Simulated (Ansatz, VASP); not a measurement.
## Ge2TeO (CuAu-ordered zincblende type (invented)): VASP beside Ansatz

Wanted: the spread between two codes on one cell, functional and k mesh. The cell is generated by rule, not measured, and may not be a known phase. The two relaxations start from unlike cells of this crystal (the structure described is Ansatz's start), so only their ends are compared.

Main program and level: Ansatz 0.2.0; plane waves, with VASP 6.6.1 beside it; relaxation of cell and atoms at PBE.

### 1. The structure

It takes space group P-4m2 (No. 115, tetragonal). Conventional cell: a = 3.766 Å, b = 3.766 Å, c = 5.326 Å, α = 90.00°, β = 90.00°, γ = 90.00°. Nearest to O lie 4 Ge at 2.31 Å. Nearest to Te lie 4 Ge at 2.31 Å. Ge has 2 O at 2.31 Å and 2 Te at 2.31 Å nearest. Farther neighbours and most contacts between anions are not listed.

### 2. VASP: relaxation of cell and atoms, PBE

The relaxed volume is the usual yardstick between codes: in a stiff, nearly cubic crystal its relative difference is about their pressure difference at one cell divided by the bulk modulus.

Lines of VASP's logs that name or quote its potential files are left out, and so is its time.

INCAR reads:

```
SYSTEM = Ge2TeO
PREC = Accurate
ENCUT = 600
EDIFF = 1E-07
NELM = 120
ISMEAR = 0
SIGMA = 0.1
LREAL = .FALSE.
ALGO = Normal
GGA = PE
NBANDS = 26
LORBIT = 11
LWAVE = .FALSE.
LCHARG = .FALSE.
ISIF = 3
IBRION = 2
NSW = 80
EDIFFG = -0.005
LASPH = .TRUE.
GGA_COMPAT = .FALSE.
NELMIN = 4
KPAR = 2
```

POSCAR reads:

```
Ge2TeO
1.0
    4.4287295566      0.0000000000      0.0000000000
    0.0000000000      4.4287295566      0.0000000000
    0.0000000000      0.0000000000      4.2593586723
O Te Ge
1 1 2
Direct
    0.0000000000      0.0000000000      0.0000000000
    0.5000000000      0.5000000000      0.5000000000
    0.0000000000      0.5000000000      0.0023958312
    0.5000000000      0.0000000000      0.9976039810
```

KPOINTS reads:

```
Automatic mesh
0
Gamma
6 6 4
0 0 0
```

PAW data sets: O, Te and Ge_d (PBE family, release 64).

On the command line:

```console
> mpirun -np 2 vasp_std
```

Numbers of over 12 decimals in the logs are rounded to 6 here.

What it wrote:

```text
[banner, memory and clock lines left out]
running    2 mpi-ranks, on    1 nodes
 distrk:  each k-point on    1 cores,    2 groups
 distr:  one band on    1 cores,    1 groups

 POSCAR found type information on POSCAR O TeGe
 POSCAR found :  3 types and       4 ions
 LDA part: xc-table for (Slater+PW92), standard interpolation
 POSCAR, INCAR and KPOINTS ok, starting setup
 FFT: planning ... GRIDC
 FFT: planning ... GRID_SOFT
 FFT: planning ... GRID
 WAVECAR not read
 entering main loop
       N       E                     dE             d eps       ncg     rms          rms(c)
DAV:   1     0.342984898765E+03    0.34298E+03   -0.20987E+04  1844   0.365E+03
DAV:   2     0.403317864106E+02   -0.30265E+03   -0.29480E+03  1584   0.733E+02
DAV:   3    -0.173926913659E+02   -0.57724E+02   -0.56698E+02  1856   0.186E+02
DAV:   4    -0.204020615269E+02   -0.30094E+01   -0.29882E+01  1772   0.461E+01
DAV:   5    -0.204771597500E+02   -0.75098E-01   -0.74948E-01  2000   0.784E+00    0.975E+00
DAV:   6    -0.184760438204E+02    0.20011E+01   -0.11504E+01  2342   0.272E+01    0.549E+00
DAV:   7    -0.183451699620E+02    0.13087E+00   -0.23933E+00  1690   0.761E+00    0.328E+00
DAV:   8    -0.183318964762E+02    0.13273E-01   -0.31177E-01  1858   0.327E+00    0.953E-01
DAV:   9    -0.183276898546E+02    0.42066E-02   -0.46665E-02  2116   0.141E+00    0.174E-01
DAV:  10    -0.183281132795E+02   -0.42342E-03   -0.78080E-03  1696   0.521E-01    0.104E-01
DAV:  11    -0.183282765092E+02   -0.16323E-03   -0.75997E-04  2228   0.192E-01    0.438E-02
DAV:  12    -0.183282901441E+02   -0.13635E-04   -0.14318E-04  1748   0.783E-02    0.222E-02
DAV:  13    -0.183282925869E+02   -0.24428E-05   -0.11623E-05  2062   0.269E-02    0.152E-02
DAV:  14    -0.183282916429E+02    0.94393E-06   -0.27335E-05  1500   0.253E-02    0.100E-02
DAV:  15    -0.183282908769E+02    0.76604E-06   -0.45100E-06  1930   0.161E-02    0.459E-03
DAV:  16    -0.183282908810E+02   -0.41273E-08   -0.50235E-07  1430   0.425E-03
   1 F= -.18328291E+02 E0= -.18328109E+02  d E =-.183283E+02
[...]
2 F= -.18328494E+02 E0= -.18328321E+02  d E =-.203362E-03
[...]
3 F= -.18328494E+02 E0= -.18328321E+02  d E =-.203322E-03
[...]
4 F= -.18328509E+02 E0= -.18328330E+02  d E =-.150314E-04
 trial-energy change:   -0.000015  1 .order   -0.000016   -0.000021   -0.000010
 step:   1.9218(harm=  1.9218)  dis= 0.00018  next Energy=   -18.328514 (dE=-0.201E-04)
 bond charge predicted
       N       E                     dE             d eps       ncg     rms          rms(c)
DAV:   1    -0.183286262243E+02   -0.11707E-03   -0.23859E-03  1780   0.513E-01    0.672E-02
DAV:   2    -0.183285435353E+02    0.82689E-04   -0.26254E-04  1896   0.172E-01    0.350E-02
DAV:   3    -0.183285207000E+02    0.22835E-04   -0.43543E-05  1966   0.714E-02    0.187E-02
DAV:   4    -0.183285123485E+02    0.83515E-05   -0.17565E-05  2326   0.431E-02    0.411E-03
DAV:   5    -0.183285126269E+02   -0.27841E-06   -0.35015E-06  1718   0.196E-02    0.271E-03
DAV:   6    -0.183285127700E+02   -0.14305E-06   -0.41860E-07  1504   0.761E-03    0.118E-03
DAV:   7    -0.183285128503E+02   -0.80353E-07   -0.73822E-08   878   0.227E-03
   5 F= -.18328513E+02 E0= -.18328327E+02  d E =-.186469E-04
 curvature:  -1.08 expect dE=-0.170E-05 dE for cont linesearch -0.284E-07
 trial: gam= 0.00063 g(F)=  0.355E-06 g(S)=  0.123E-05 ort =-0.787E-06 (trialstep = 0.118E+01)
 search vector abs. value=  0.158E-05
 reached required accuracy - stopping structural energy minimisation
```

Parts of OUTCAR (step 2):

```text
ion  position               nearest neighbor table
   1  0.000  0.000  0.000-   3 2.21   3 2.21   4 2.21   4 2.21
   2  0.500  0.500  0.500-   4 3.07   4 3.07   3 3.07   3 3.07   3 3.08   3 3.08   4 3.08   4 3.08

  LATTYP: Found a simple tetragonal cell.
 ALAT       =     4.4287295566
 C/A-ratio  =     0.9617563272

 Subroutine GETGRP returns: Found  8 space group operations
 (whereof  8 operations were pure point group operations)

The static configuration has the point symmetry D_2d.

 Found     30 irreducible k-points:

   k-points           NKPTS =     30   k-points in BZ     NKDIM =     30   number of bands    NBANDS=     26

   dimension x,y,z NGX =    36 NGY =   36 NGZ =   36
   dimension x,y,z NGXF=    72 NGYF=   72 NGZF=   72

   ENCUT  =  600.0 eV  44.10 Ry    6.64 a.u.   8.85  8.85  8.51*2*pi/ulx,y,z

   NELECT =      40.0000    total number of electrons

 k-points in reciprocal lattice and weights: Automatic mesh
   0.00000000  0.00000000  0.00000000       0.007
   0.16666667  0.00000000  0.00000000       0.028
   0.33333333  0.00000000  0.00000000       0.028
   0.50000000  0.00000000  0.00000000       0.014
   0.16666667  0.16666667  0.00000000       0.028
   0.33333333  0.16666667  0.00000000       0.056
   0.50000000  0.16666667  0.00000000       0.028
   0.33333333  0.33333333  0.00000000       0.028
   0.50000000  0.33333333  0.00000000       0.028
[...]
0.50000000  0.33333333  0.50000000       0.028
   0.50000000  0.50000000  0.50000000       0.007

 average (electrostatic) potential at core
       1 -69.6841       2 -89.2584       3 -74.1038       4 -74.1038

 E-fermi :   5.5892

 k-point     1 :       0.0000    0.0000    0.0000
  band No.  band energies     occupation
    ...
     16      -0.2422      2.00000
     17       1.1990      2.00000
     18       3.3149      2.00000
     19       3.3149      2.00000
     20       3.9687      2.00000
     21       8.0507      0.00000
     22       8.3177      0.00000
     23       9.4980      0.00000
     24       9.4980      0.00000
     25      10.8390      0.00000
    ...

 k-point     2 :       0.1667    0.0000    0.0000
  band No.  band energies     occupation
    ...
     16       1.3696      2.00000
     17       1.4615      2.00000
     18       3.1198      2.00000
     19       3.6754      2.00000
     20       3.8524      2.00000
     21       7.6724      0.00000
     22       8.3742      0.00000
     23       9.1938      0.00000
     24       9.3638      0.00000
     25      10.2151      0.00000
    ...

 k-point     3 :       0.3333    0.0000    0.0000
  band No.  band energies     occupation
    ...
     16       1.8940      2.00000
     17       2.6681      2.00000
     18       3.4007      2.00000
     19       3.4732      2.00000
     20       4.4373      2.00000
     21       7.0580      0.00000
     22       7.1618      0.00000
     23       9.2037      0.00000
     24       9.5089      0.00000
     25       9.9695      0.00000
    ...

  Total       -0.0071124     -0.0071124      0.0006632      0.0000000      0.0000000      0.0000000
  in kB       -0.1361162     -0.1361162      0.0126917      0.0000000      0.0000000      0.0000000
  external PRESSURE =      -0.0865136 kB  Pullay stress =       0.0000000 kB

  energy-cutoff  :      600.00
  volume of cell :       83.72
      direct lattice vectors                 reciprocal lattice vectors
     4.436044206  0.000000000  0.000000000     0.225426067  0.000000000  0.000000000
     0.000000000  4.436044206 -0.000000000     0.000000000  0.225426067 -0.000000000
     0.000000000  0.000000000  4.254270912     0.000000000  0.000000000  0.235057903

 POSITION                                       TOTAL-FORCE (eV/Angst)
 -----------------------------------------------------------------------------------
      0.00000      0.00000     -0.00000        -0.000000      0.000000     -0.000000
      2.21802      2.21802      2.12714        -0.000000      0.000000     -0.000000
      0.00000      2.21802      0.00993        -0.000000     -0.000000     -0.001917
      2.21802      0.00000      4.24434         0.000000      0.000000      0.001917
 -----------------------------------------------------------------------------------
    total drift:                                0.000000      0.000000      0.000625

  FREE ENERGIE OF THE ION-ELECTRON SYSTEM (eV)
  ---------------------------------------------------
  free  energy   TOTEN  =       -18.3285128503 eV

  energy  without entropy=      -18.3281413328  energy(sigma->0) =      -18.32832709

 reached required accuracy - stopping structural energy minimisation

 total charge
# of ion       s       p       d       tot
------------------------------------------
    1        1.585   3.325   0.000   4.910
    2        1.397   1.908   0.040   3.344
    3        1.339   0.689  10.048  12.076
    4        1.339   0.689  10.048  12.076
--------------------------------------------------
tot          5.659   6.610  20.136  32.406

[... 3 further parts left out ...]
```

The run keeps the 8 symmetry operations of its start, so it cannot find a distortion of lower symmetry.

### 3. Ansatz: relaxation of cell and atoms, PBE

Ansatz runs on its default PAW (the set named soft_2) files.

Its own start cell and the same functional, mesh and smearing now go to Ansatz, which takes its cutoff from its data sets.

input.yaml reads:

```yaml
crystal:
  lattice:
    - [3.76585, 0.0, 0.0]
    - [0.0, 3.76585, 0.0]
    - [0.0, 0.0, 5.32571]
  atoms:
    - { symbol: O, position: [0.0, 0.0, 0.0] }
    - { symbol: Te, position: [0.5, 0.5, 0.5] }
    - { symbol: Ge, position: [0.0, 0.5, 0.25] }
    - { symbol: Ge, position: [0.5, 0.0, 0.75] }
kpoints:
  mp_grid: { grid: [6, 6, 4] }
hamiltonian:
  xc: pbe
scf:
  occupations: { method: gaussian, width: 0.1 }
output:
  forces: true
  stress: true
  eigenvalues: true
relax:
  adjacent_minimum: "off"
  f_tol: 0.05
  max_steps: 80
  cell: { stress_tol: 0.5 }
```

On the command line:

```console
> ansatz run input.yaml --threads 2 --pin off --max-ram 5120MiB --backend cpu --events-out ev --progress --plain --runs-dir out
```

What it wrote:

```text
The last accepted step is kept in <dir> (removed where the run ends without a failure and the disk answers)
Engine: ansatz 0.2.0, x86_64-unknown-linux-gnu
Pseudopotentials: kind: paw
Pseudopotential: O, paw, valence charge 6, recommended cutoff 420 eV (normal), O.paw.azcp
Pseudopotential: Te, paw, valence charge 16, recommended cutoff 420 eV (normal), Te.paw.azcp
Pseudopotential: Ge, paw, valence charge 14, recommended cutoff 420 eV (normal), Ge.paw.azcp
Functional definition: PBE
  parameter kappa = 0.804
  parameter beta = 0.066725
  exchange = pbe_x(kappa = kappa, mu = beta*pi^2/3)
  correlation = pbe_c(beta = beta)
Crystal: 4 atoms, lattice volume = 75.527 Å³
Basis set: ecut = 420 eV, 1465 PW (Γ), exchange–correlation on 54×54×72 points (8 copies of the dense FFT grid, shifted against one another)
Bands: 30, of which v1, the nominal top of the filled ones, is band 25 counted from 1 (24 counted from 0)
Symmetry: 8 space group operations
Space group: P-4m2 (ITA 115), of the structure as read, at distance tolerance 4.2e-5 Å
k-points: 30 of 144 (time reversal used)
Non-local potential: O, projectors of the file, l = 0: 2, l = 1: 2, l = 2: 1
Non-local potential: Te, projectors of the file, l = 0: 2, l = 1: 2, l = 2: 2, l = 3: 2
Non-local potential: Ge, projectors of the file, l = 0: 2, l = 1: 2, l = 2: 3, l = 3: 1
PAW form: soft (Blöchl's): semilocal exchange-correlation on the pseudo side does not see the compensation charge
PAW one-centre angular grid: O, 110 points (default); XC on 64 Gauss nodes
PAW one-centre angular grid: Te, 590 points (default); XC on 64 Gauss nodes
PAW one-centre angular grid: Ge, 590 points (default); XC on 64 Gauss nodes
Initial density: superposition of atomic densities (neutral atoms: chi_scale 0, normalization atom), corrected by the library's trained network
Initial wavefunctions: pseudopotential atomic-orbital guess
Functional: x = pbe(κ = 0.804, μ = 0.219515), c = pbe(β = 0.066725)
SCF iter   1: F=—  HF=-16130.186178 eV  |F-HF|=—  |Δ(HF+E_count)|=         —  Δρ=1.43e-2  dr2=2.09e-1  ethr=1.77e-3  ⟨swp⟩=6.0  Hψ=4038  notcnv=0
preconditioner: auto → LDOS  [metal: Δε(μ)=0.029 eV  Ē_g=19.084 eV  σ=0.100 eV  W_gap=0.16  n_scr=20 (ndim 8)  ℏωp=27.0 eV  f_vac=0.022  D(μ)=2.38/eV (n_scr^D=20)  β→1.0]
SCF iter   2: F=—  HF=-16130.159301 eV  |F-HF|=—  |Δ(HF+E_count)|=   2.69e-2  Δρ=3.52e-3  dr2=1.03e-2  ethr=4.19e-4  ⟨swp⟩=2.0  Hψ=1254  notcnv=0  defer=13
SCF iter   3: F=—  HF=-16130.158750 eV  |F-HF|=—  |Δ(HF+E_count)|=   5.51e-4  Δρ=2.21e-3  dr2=5.09e-3  ethr=2.06e-5  ⟨swp⟩=2.0  Hψ=1495  notcnv=0  defer=13
SCF iter   4: F=—  HF=-16130.156394 eV  |F-HF|=—  |Δ(HF+E_count)|=   2.36e-3  Δρ=4.79e-4  dr2=1.94e-4  ethr=1.02e-5  ⟨swp⟩=2.0  Hψ=1492  notcnv=0  defer=13
SCF iter   5: F=—  HF=-16130.156331 eV  |F-HF|=—  |Δ(HF+E_count)|=   6.24e-5  Δρ=1.11e-4  dr2=7.86e-6  ethr=3.88e-7  ⟨swp⟩=2.0  Hψ=1493  notcnv=0  defer=13
SCF iter   6: F=—  HF=-16130.156310 eV  |F-HF|=—  |Δ(HF+E_count)|=   2.16e-5  Δρ=3.31e-5  dr2=9.09e-7  ethr=1.57e-8  ⟨swp⟩=2.0  Hψ=1492  notcnv=0  defer=13
SCF iter   7: F=-16130.156310 eV  HF=-16130.156310 eV  |F-HF|=1.37e-8  |Δ(HF+E_count)|=   1.83e-7  Δρ=1.05e-5  dr2=8.64e-8  ethr=2.00e-10  ⟨swp⟩=5.5  Hψ=4377  notcnv=0
SCF 1 converged in 7 iterations: F = -16130.156310 eV  dr2 = 8.64e-8
  greatest PAW one-centre occupation: 0.999 electrons in one spin orbital (limit 2), on the Ge atom at site 2 (counted from 0), in its partial waves of l = 2
relax step   1: F+E_penalty+E_count = -16130.15630980 eV  Δ(F+E_penalty+E_count) = +0.000e0 eV  max|allowed force component| = 7.086e0 eV/Å  Δτ_max = 0.0000 Å  P = +35.329 GPa  Ω = 75.527 Å³  (7 SCF iters, dr2 threshold 1.00e-7 eV, accepted)
[...]
relax step  18: F+E_penalty+E_count = -16136.02724308 eV  Δ(F+E_penalty+E_count) = -2.771e-3 eV  max|allowed force component| = 3.428e-2 eV/Å  Δτ_max = 0.0405 Å  P = -0.160 GPa  Ω = 84.763 Å³  energy of the carried Pulay correction = +6.349e-4 eV  (10 SCF iters, accepted)
[...]
relax step  19: F+E_penalty+E_count = -16136.03025589 eV  Δ(F+E_penalty+E_count) = -3.013e-3 eV  max|allowed force component| = 4.301e-2 eV/Å  Δτ_max = 0.0570 Å  P = -0.133 GPa  Ω = 84.038 Å³  energy of the carried Pulay correction = +1.472e-3 eV  (7 SCF iters, accepted)
[...]
relax step  20: F+E_penalty+E_count = -16136.03097788 eV  Δ(F+E_penalty+E_count) = -7.220e-4 eV  max|allowed force component| = 4.305e-2 eV/Å  Δτ_max = 0.0000 Å  P = -0.108 GPa  Ω = 84.038 Å³  stress off target by 3.05e-1 GPa  SCF on the basis re-selected at this cell (its energy is not comparable with the rows above)  (7 SCF iters)
basis re-selected at this cell: Δ(F+E_penalty+E_count) = -7.220e-4 eV, ΔP = +0.025 GPa vs the last step (what re-selecting the basis moved, of the pressure what is left beyond the Pulay correction that the steps carried, after the strain that the cell walked since its last selection, with what the two solves' SCF thresholds leave and, on support functions, any second-order correction that the steps lacked; it is no measure of the basis error at this ecutwfc). The dense FFT grid was sized anew with the basis: this SCF ran on 30×30×30 points, the steps before it on 30×30×32, so part of this shift can come from that change (see relax.cell in the input reference). [rest of the remark cut]
SCF converged after 7 iterations
Free energy (F): -16136.030978 eV
Harris-Foulkes:  -16136.030978 eV  (|F-HF|=8.73e-11)
Internal energy: -16136.029747 eV  (E = F + TS)
E sigma→0 (E₀):  -16136.030363 eV
Entropy (-TS):   -0.001231 eV (-0.308 meV/atom)
Fermi energy:    8.919611 eV
--- Per-component energies (eV) ---
  E_band       = -552.393712
  E_kinetic    = 571.479374
  E_local      = -6309.914188  (includes V_loc(G=0)·N_el)
  E_nonlocal   = 564.855056
  E_hartree    = 2983.382117
  E_xc         = -348.172395
  E_vxc        = -325.612574  (∫ρ·V_xc dr)
  E_paw        = -8848.287323  (= ΣΔE_a)
  E_vpaw       = -1019.967969  (= ΣTr[D̂ρ^β])
  E_aug_tail   = 0.002915  (compensation charges beyond the density's cutoff)
  E_ewald      = -4749.375305
  E_smearing   = -0.001231  (= −TS)
  E_closure    = -0.000000  (closes the sum)
  Σ components = -16136.030978   (vs F -16136.030978, Δ=0.00e0)
--- Forces (eV/Å), atoms counted from 1 ---
  atom   1  O     -0.00000000    -0.00000000     0.00000000
  atom   2  Te    -0.00000000    -0.00000000     0.00000000
  atom   3  Ge     0.00000000     0.00000000    -0.04305294
  atom   4  Ge     0.00000000    -0.00000000     0.04305294
  max |Σ_I F_I| component: 1.28e-16 eV/Å
--- Stress (GPa, compression-positive) ---
       -0.304825      -0.000000      -0.000000
       -0.000000      -0.304825       0.000000
       -0.000000       0.000000       0.285195
  P = ⅓ Tr σ = -0.1082 GPa (-1.082 kbar)
--- Band table (eV; the first three rows and the last of 30) ---
  k-point 0: bands = [... 21 lower, 4.6687, 6.6224, 6.6224, 7.2858, 10.9655, 12.0800, 12.8165, 12.8165, ... 1 higher]
  k-point 1: bands = [... 21 lower, 5.6123, 6.7892, 6.7892, 8.0201, 9.9196, 10.8964, 10.8964, 12.3586, ... 1 higher]
  k-point 2: bands = [... 21 lower, 5.7490, 7.0591, 7.0591, 8.9372, 9.2618, 9.6044, 9.6044, 10.9346, ... 1 higher]
  k-point 29: bands = [... 21 lower, 4.4571, 5.9466, 7.9637, 7.9637, 10.4716, 13.6581, 13.8735, 14.1234, ... 1 higher]
--- Relaxed structure (18 steps of the walk, 16 accepted, 2 SCFs on fresh bases) ---
  F+E_penalty+E_count = -16136.03097788 eV   max|allowed force component| = 4.305e-2 eV/Å   (the final SCF, on the basis selected at the relaxed cell)
  cell:  # Å, volume = 84.0383 Å³
    - [4.440404, 0, 0]
    - [0, 4.440404, 0.0]
    - [0, 0.0, 4.262183]
  atoms:
    - { symbol: O, position: [0, 0, 9.771787100556397e-19] }
    - { symbol: Te, position: [0.5, 0.5, 0.5] }
    - { symbol: Ge, position: [0, 0.5, 0.027910] }
    - { symbol: Ge, position: [0.5, 0, 0.972090] }
```

### 4. Side by side

Known differences besides the potentials themselves: the data sets hold 50 valence electrons in Ansatz (on its default PAW (the set named soft_2) files) and 40 in VASP; the cutoff is 420 eV in Ansatz and 600 eV in VASP; Ansatz adds a Pulay correction to the stress that steers its cell, VASP none. Total energies have different zeros and are not compared.

The two programs side by side:

```csv
quantity,Ansatz,VASP,difference
volume (Å³),84.04,83.72,+0.38 %
"edge a after relaxation, in the typed setting (Å)",4.440,4.436,+0.10 %
"edge c after relaxation, in the typed setting (Å)",4.262,4.254,+0.19 %
```

### 5. Outcome

| Item | Value |
| --- | --- |
| difference in volume (relaxation of cell and atoms, PBE) | 0.38 % |

The difference in volume is 0.38 % (relaxation of cell and atoms, PBE), within the 1.2 % picked in this series as the mark of a large difference, as far as the stopping tolerances let one tell. The data sets hold unlike numbers of valence electrons (50 in Ansatz and 40 in VASP), so part of the differences comes from the potentials. 1 further run of this series is not shown here. How closely two codes agree says nothing of how well the functional describes the real material.

[Lines on the potential files, build, host, timing and source positions are cut from VASP's logs without a mark.]

[Logs are printed without paths, hosts, clocks, repeated set-up lines and the standing remarks that a program may print on its own settings, such as how far it seeks lower states.]

[Hosts, paths, dates, database ids (printed as entryN), source tags and the programs' standing remarks are cut or masked in the printed files.]
